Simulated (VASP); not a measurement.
These are LDA (Ceperley-Alder, Perdew-Zunger), VASP's LDA PAW potentials (set 64) (plane waves; VASP) values and carry that method's errors.

A VASP calculation is set up with these files.

File POSCAR:
```
Ni3Fe
1
    3.4449051279     0.0000000000     0.0000000000
    0.0000000000     3.4449051279     0.0000000000
    0.0000000000    -0.0000000000     3.4449051279
Fe Ni
1 3
Direct
  0.0000000000   0.0000000000   0.0000000000
  0.0000000000   0.5000000000   0.5000000000
  0.5000000000   0.0000000000   0.5000000000
  0.5000000000   0.5000000000   0.0000000000
```

**KPOINTS**
```
Regular mesh
0
gamma
 9 9 9
```

### INCAR
```
SYSTEM = Ni3Fe
PREC = Accurate
ENCUT = 500
EDIFF = 1E-6
NELM = 100
ALGO = Normal
LREAL = .FALSE.
LASPH = .TRUE.
ISMEAR = 1
SIGMA = 0.1
LMAXMIX = 4
ISPIN = 2
MAGMOM = 2.7 0.6 0.6 0.6
LORBIT = 10
LWAVE = .FALSE.
LCHARG = .FALSE.
IBRION = 2
ISIF = 3
NSW = 40
EDIFFG = -0.02
```

POTCAR, in this order: Fe Ni (LDA.64 set). Program: vasp_std.

Question: Predict the energy per atom (σ→0), cell moment, band gap (on the k-mesh).

Answer: 
| Property | Result |
|---|---|
| energy per atom (σ→0) | -7299 meV/atom |
| cell moment | 4.43 μB |
| band gap (on the k-mesh) | none (metal, semimetal or under 0.01 eV) |

**OSZICAR**
```
...
DAV:  10    -0.292008346558E+02    0.32616E-01   -0.72267E-02  4629   0.752E+00    0.137E+00
DAV:  11    -0.291958785693E+02    0.49561E-02   -0.20921E-02  5706   0.198E+00    0.687E-01
DAV:  12    -0.291963032408E+02   -0.42467E-03   -0.27769E-03  4509   0.121E+00    0.209E-01
DAV:  13    -0.291962632739E+02    0.39967E-04   -0.49412E-04  4514   0.303E-01    0.792E-02
DAV:  14    -0.291962560222E+02    0.72517E-05   -0.91163E-05  5019   0.202E-01    0.345E-02
DAV:  15    -0.291962575909E+02   -0.15688E-05   -0.12274E-05  4441   0.452E-02    0.142E-02
DAV:  16    -0.291962576518E+02   -0.60862E-07   -0.19881E-06  1920   0.376E-02
   1 F= -.29196258E+02 E0= -.29196772E+02  d E =-.291963E+02  mag=     4.4304
```

The compound is Ni3Fe in the L1_2 structure. It was relaxed first, which changed the volume by -9 %.
